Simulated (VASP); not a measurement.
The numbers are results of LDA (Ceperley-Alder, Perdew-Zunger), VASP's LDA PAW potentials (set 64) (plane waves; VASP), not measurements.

Input for VASP

**INCAR**
```
! general
SYSTEM  = Sn
PREC    = Accurate
ENCUT   = 500   ! plane-wave cut-off (eV)
LREAL   = .FALSE.   ! projection in real space or not
LASPH   = .TRUE.

! electronic loop
EDIFF   = 1E-6
NELM    = 100   ! most electronic steps
ALGO    = Normal   ! blocked Davidson
LMAXMIX = 4

! smearing
ISMEAR  = 1   ! Methfessel-Paxton
SIGMA   = 0.1   ! width (eV)

! ions
IBRION  = 2   ! conjugate gradients
NSW     = 40
ISIF    = 3   ! ions, shape and volume
EDIFFG  = -0.02
PSTRESS = 100   ! kbar

! output
LWAVE   = .FALSE.
LCHARG  = .FALSE.
```

**POSCAR**
```
Sn
1
   -2.8228013415     2.8228013415     1.5316720441
    2.8228013415    -2.8228013415     1.5316720441
    2.8228013415     2.8228013415    -1.5316720441
Sn
2
Direct
  0.2500000000   0.7500000000   0.5000000000
  0.0000000000   0.0000000000   0.0000000000
```

KPOINTS:
```
Regular mesh
0
G
13 13 13
```

POTCAR, in this order: Sn_d (LDA.64 set). Program: vasp_std.

The resulting files:

### OUTCAR
```
 ion  position               nearest neighbor table
   1  0.250  0.750  0.500-   2 2.92   2 2.92   2 2.92   2 2.92   2 3.64   2 3.64   2 3.64   2 3.64
  LATTYP: Found a body centered tetragonal cell.
 ALAT       =     5.6456026830
 C/A-ratio  =     0.5426070980
 Subroutine PRICEL returns:
 Original cell was already a primitive cell.
 Subroutine GETGRP returns: Found 16 space group operations
The static configuration has the point symmetry D_2d.
 The point group associated with its full space group is D_4h.
The dynamic configuration has the point symmetry D_2d.
 Subroutine INISYM returns: Found 16 space group operations
 Subroutine IBZKPT returns following result:
 Found    196 irreducible k-points:

 Following reciprocal coordinates:
            Coordinates               Weight
  0.000000  0.000000  0.000000      1.000000
  0.076923 -0.000000  0.000000      8.000000
  0.153846  0.000000  0.000000      8.000000
  0.230769  0.000000  0.000000      8.000000
  0.307692  0.000000  0.000000      8.000000
  0.384615  0.000000  0.000000      8.000000
  0.461538  0.000000  0.000000      8.000000
  0.076923  0.076923  0.000000      8.000000
...
```

OSZICAR:
```
       N       E                     dE             d eps       ncg     rms          rms(c)
DAV:   1     0.199478485779E+03    0.19948E+03   -0.14766E+04  7106   0.248E+03
DAV:   2     0.872618319380E+01   -0.19075E+03   -0.18853E+03  7070   0.447E+02
DAV:   3    -0.845650161330E+01   -0.17183E+02   -0.16992E+02  8018   0.138E+02
DAV:   4    -0.896731546275E+01   -0.51081E+00   -0.50976E+00  8290   0.261E+01
DAV:   5    -0.898611651087E+01   -0.18801E-01   -0.18799E-01  9530   0.453E+00    0.296E+00
DAV:   6    -0.894760479294E+01    0.38512E-01   -0.39804E-02  9262   0.326E+00    0.162E+00
DAV:   7    -0.893129447844E+01    0.16310E-01   -0.23630E-02  9280   0.240E+00    0.163E-01
DAV:   8    -0.893062193029E+01    0.67255E-03   -0.22408E-03  8650   0.766E-01    0.305E-02
DAV:   9    -0.893062683883E+01   -0.49085E-05   -0.54022E-05  8984   0.783E-02    0.136E-02
DAV:  10    -0.893062709926E+01   -0.26043E-06   -0.42273E-06  7422   0.270E-02
   1 F= -.58836035E+01 E0= -.58836272E+01  d E =-.588360E+01
       N       E                     dE             d eps       ncg     rms          rms(c)
DAV:   1    -0.126368441918E+02   -0.37062E+01   -0.77401E+01  7640   0.143E+02    0.112E+01
DAV:   2    -0.927415697010E+01    0.33627E+01   -0.67866E+00  8824   0.539E+01    0.460E+00
DAV:   3    -0.863071415828E+01    0.64344E+00   -0.16287E+00  9240   0.242E+01    0.746E-01
DAV:   4    -0.859377532510E+01    0.36939E-01   -0.67371E-02  7358   0.253E+00    0.156E-01
DAV:   5    -0.859179494341E+01    0.19804E-02   -0.45014E-03  9476   0.849E-01    0.952E-02
DAV:   6    -0.859154012365E+01    0.25482E-03   -0.26123E-04  9210   0.192E-01    0.146E-02
DAV:   7    -0.859153668793E+01    0.34357E-05   -0.17408E-05  9372   0.396E-02    0.243E-03
DAV:   8    -0.859153692874E+01   -0.24081E-06   -0.11142E-06  4506   0.142E-02
   2 F= -.58687392E+01 E0= -.58686152E+01  d E =0.148642E-01
       N       E                     dE             d eps       ncg     rms          rms(c)
DAV:   1    -0.989129301630E+01   -0.12998E+01   -0.25460E+01  7624   0.102E+02    0.554E+00
DAV:   2    -0.903365797759E+01    0.85764E+00   -0.14192E+00  9092   0.225E+01    0.251E+00
DAV:   3    -0.882602126835E+01    0.20764E+00   -0.66459E-01  9230   0.146E+01    0.288E-01
DAV:   4    -0.881740730944E+01    0.86140E-02   -0.29443E-02  8820   0.244E+00    0.113E-01
DAV:   5    -0.881620727316E+01    0.12000E-02   -0.13832E-03 10226   0.537E-01    0.460E-02
DAV:   6    -0.881604538093E+01    0.16189E-03   -0.20753E-04  7906   0.203E-01    0.671E-03
DAV:   7    -0.881604412390E+01    0.12570E-05   -0.11945E-05  9682   0.548E-02    0.268E-03
DAV:   8    -0.881604408975E+01    0.34153E-07   -0.56020E-07  3886   0.843E-03
   3 F= -.59250274E+01 E0= -.59250085E+01  d E =-.414239E-01
       N       E                     dE             d eps       ncg     rms          rms(c)
DAV:   1    -0.881332375339E+01    0.27204E-02   -0.75882E-03  7668   0.162E+00    0.100E-01
DAV:   2    -0.881304572390E+01    0.27803E-03   -0.47841E-04  9044   0.416E-01    0.442E-02
DAV:   3    -0.881298286918E+01    0.62855E-04   -0.18802E-04  9244   0.249E-01    0.534E-03
DAV:   4    -0.881298002804E+01    0.28411E-05   -0.69923E-06  7686   0.358E-02    0.171E-03
DAV:   5    -0.881297970664E+01    0.32140E-06   -0.21675E-07  3690   0.592E-03
   4 F= -.59250276E+01 E0= -.59250066E+01  d E =-.414241E-01
       N       E                     dE             d eps       ncg     rms          rms(c)
DAV:   1    -0.881863535399E+01   -0.56553E-02   -0.33035E-02  8412   0.252E+00    0.189E-01
DAV:   2    -0.881766375561E+01    0.97160E-03   -0.19408E-03  9112   0.792E-01    0.100E-01
DAV:   3    -0.881729148298E+01    0.37227E-03   -0.97601E-04  9128   0.538E-01    0.205E-02
DAV:   4    -0.881729027617E+01    0.12068E-05   -0.14076E-04  8474   0.167E-01    0.726E-03
DAV:   5    -0.881728944990E+01    0.82627E-06   -0.40452E-06  7328   0.357E-02
   5 F= -.59250951E+01 E0= -.59250815E+01  d E =-.675468E-04
       N       E                     dE             d eps       ncg     rms          rms(c)
DAV:   1    -0.881664287963E+01    0.64740E-03   -0.84960E-04  8404   0.401E-01    0.308E-02
DAV:   2    -0.881661692095E+01    0.25959E-04   -0.50634E-05  9100   0.129E-01    0.163E-02
DAV:   3    -0.881660719717E+01    0.97238E-05   -0.25390E-05  9134   0.867E-02    0.337E-03
DAV:   4    -0.881660713307E+01    0.64093E-07   -0.34027E-06  5482   0.264E-02
   6 F= -.59250953E+01 E0= -.59250804E+01  d E =-.677326E-04
       N       E                     dE             d eps       ncg     rms          rms(c)
DAV:   1    -0.881397961478E+01    0.26276E-02   -0.17009E-02  8432   0.190E+00    0.138E-01
DAV:   2    -0.881345661612E+01    0.52300E-03   -0.11151E-03  9002   0.602E-01    0.710E-02
DAV:   3    -0.881327498443E+01    0.18163E-03   -0.48847E-04  9184   0.382E-01    0.140E-02
DAV:   4    -0.881327202701E+01    0.29574E-05   -0.58114E-05  7960   0.103E-01    0.474E-03
DAV:   5    -0.881327166426E+01    0.36275E-06   -0.18825E-06  5128   0.239E-02
   7 F= -.59251143E+01 E0= -.59251029E+01  d E =-.190208E-04
```

OUTCAR:
```
------------------------ aborting loop because EDIFF is reached ----------------------------------------
  FORCE on cell =-STRESS in cart. coord.  units (eV):
  Direction    XX          YY          ZZ          XY          YZ          ZX
  --------------------------------------------------------------------------------------
  Total        2.9022491      2.9022491      2.9153977      0.0000000      0.0000000      0.0000000
  in kB      100.4879142    100.4879142    100.9431750      0.0000000      0.0000000      0.0000000
  external PRESSURE =       0.6396678 kB  Pullay stress =     100.0000000 kB
  volume of cell :       46.27
      direct lattice vectors                 reciprocal lattice vectors
    -2.775803697  2.775803697  1.501391457     0.000000000  0.180128011  0.333024407
     2.775803697 -2.775803697  1.501391457     0.180128011  0.000000000  0.333024407
     2.775803697  2.775803697 -1.501391457     0.180128011  0.180128011  0.000000000
 POSITION                                       TOTAL-FORCE (eV/Angst)
 -----------------------------------------------------------------------------------
      2.77580      0.00000      0.75070         0.000000     -0.000000      0.000000
      2.77580      2.77580      1.50139        -0.000000      0.000000     -0.000000
 -----------------------------------------------------------------------------------
    total drift:                                0.000000     -0.000000      0.000000
  FREE ENERGIE OF THE ION-ELECTRON SYSTEM (eV)
  ---------------------------------------------------
  free  energy   TOTEN  =        -8.8132716643 eV

  energy  without entropy=       -8.8132372590  energy(sigma->0) =       -8.81326020
  enthalpy is  TOTEN    =        -5.9251143235 eV   P V=        2.8881573408

 reached required accuracy - stopping structural energy minimisation
```
(Selected blocks of OUTCAR.)

CONTCAR:
```
Sn
   1.00000000000000
    -2.7758036969826523    2.7758036969826523    1.5013914569842051
     2.7758036969826523   -2.7758036969826523    1.5013914569842051
     2.7758036969826523    2.7758036969826523   -1.5013914569842051
  Sn
     2
Direct
     0.2500000000000000    0.7500000000000000    0.5000000000000000
     1.0000000000000000    1.0000000000000000    1.0000000000000000
```

Energy and stress use the plane-wave basis of the starting cell.

The compound is Sn in the beta structure. This run relaxes it under an external pressure of 10 GPa. Symmetry was kept, so distortions that lower it aren't found.
